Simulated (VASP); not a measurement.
All values below come from PBE0 hybrid, VASP's PBE PAW potentials (set 64) (plane waves; VASP).

Input for VASP

**INCAR**
```
AEXX = 0.25
ALGO = Normal
EDIFF = 1E-6
ENCUT = 520
GGA = PE
HFRCUT = -1
ISIF = 2
ISMEAR = 0
ISYM = 3
LASPH = .True.
LCHARG = .False.
LHFCALC = .True.
LREAL = .False.
LWAVE = .False.
NELM = 60
PREC = Accurate
PRECFOCK = Fast
SIGMA = 0.05
SYSTEM = LiCl
```

POSCAR:
```
LiCl
1
    0.0000000000     2.4904639184     2.4904639184
    2.4904639184     0.0000000000     2.4904639184
    2.4904639184     2.4904639184     0.0000000000
Li Cl
1 1
Direct
  0.0000000000   0.0000000000   0.0000000000
  0.5000000000   0.5000000000   0.5000000000
```

File KPOINTS:
```
Automatic mesh
0
Gamma
6 6 6
0 0 0
```

POTCAR, in this order: Li_sv Cl (PBE.64 set). Program: vasp_std. Read from the step before: WAVECAR.

What VASP printed:

OSZICAR:
```
       N       E                     dE             d eps       ncg     rms          rms(c)
DAV:   1    -0.895539084385E+01   -0.89554E+01   -0.14017E-01   288   0.395E+00    0.445E-01
DAV:   2    -0.895692565439E+01   -0.15348E-02   -0.47440E-03   358   0.696E-01    0.300E-01
DAV:   3    -0.895686805578E+01    0.57599E-04   -0.18453E-04   423   0.144E-01    0.177E-01
DAV:   4    -0.895683195029E+01    0.36105E-04   -0.16006E-05   331   0.421E-02    0.106E-01
DAV:   5    -0.895682134334E+01    0.10607E-04   -0.98444E-06   410   0.290E-02    0.633E-02
DAV:   6    -0.895681845099E+01    0.28924E-05   -0.26188E-06   288   0.164E-02    0.377E-02
DAV:   7    -0.895681763077E+01    0.82022E-06   -0.81401E-07   162   0.106E-02
   1 F= -.89568176E+01 E0= -.89568176E+01  d E =-.212864E-18
```

File OUTCAR:
```
------------------------ aborting loop because EDIFF is reached ----------------------------------------
  FORCE on cell =-STRESS in cart. coord.  units (eV):
  Direction    XX          YY          ZZ          XY          YZ          ZX
  --------------------------------------------------------------------------------------
  Total        0.5737441      0.5737441      0.5737441      0.0000000      0.0000000      0.0000000
  in kB       29.7548710     29.7548710     29.7548710      0.0000000      0.0000000      0.0000000
  external PRESSURE =      29.7548710 kB  Pullay stress =       0.0000000 kB
  volume of cell :       30.89
      direct lattice vectors                 reciprocal lattice vectors
     0.000000000  2.490463918  2.490463918    -0.200765808  0.200765808  0.200765808
     2.490463918  0.000000000  2.490463918     0.200765808 -0.200765808  0.200765808
     2.490463918  2.490463918  0.000000000     0.200765808  0.200765808 -0.200765808
  FREE ENERGIE OF THE ION-ELECTRON SYSTEM (eV)
  ---------------------------------------------------
  free  energy   TOTEN  =        -8.9568176308 eV

  energy  without entropy=       -8.9568176308  energy(sigma->0) =       -8.95681763

  exchange ACFDT corr.  =         0.00000000  see jH, gK, PRB 81, 115126
```
(Selected blocks of OUTCAR.)

The compound is LiCl in the rock salt structure. This cell is one point of a volume scan, at 0.91 of the reference volume. The cell's shape comes from a PBE relaxation.
